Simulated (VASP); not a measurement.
Given:

```
Ho
1.0
    1.79000    -3.10037     0.00000
    1.79000     3.10037     0.00000
    0.00000     0.00000     5.62000
Ho
2
Direct
  0.33333   0.66667   0.25000
  0.66667   0.33333   0.75000
```

Computed with vdW-DF-cx, VASP's PBE PAW potentials (set 64) (plane waves; VASP). Numerical set-up: 520 eV cut-off, 11×11×6 Γ-centred mesh, first-order Methfessel-Paxton smearing of 0.10 eV, potentials Ho_3.

The 4f electrons are frozen in the core of the lanthanide potential, so 4f levels, which can set the real gap, and their magnetism are missing. Energy and stress use the plane-wave basis of the starting cell.

Problem. The ions, cell shape and volume are relaxed. Predict the relaxed structure.

Solution. 
```
Ho
1.0
    1.77464    -3.07377     0.00000
    1.77464     3.07377     0.00000
    0.00000     0.00000     5.44874
Ho
2
Direct
  0.33333   0.66667   0.25000
  0.66667   0.33333   0.75000
```
Space group P6_3/mmc (194), at a tolerance of 0.03 Å.

Problem. How do energy and volume change from the first to the last step?

Solution. The energy (σ→0) changes by -12.2 meV/atom and the volume by -4.7 %, in 6 ionic steps.

The compound is Ho in the hcp structure. This run relaxes it. Symmetry was kept, so distortions that lower it aren't found.
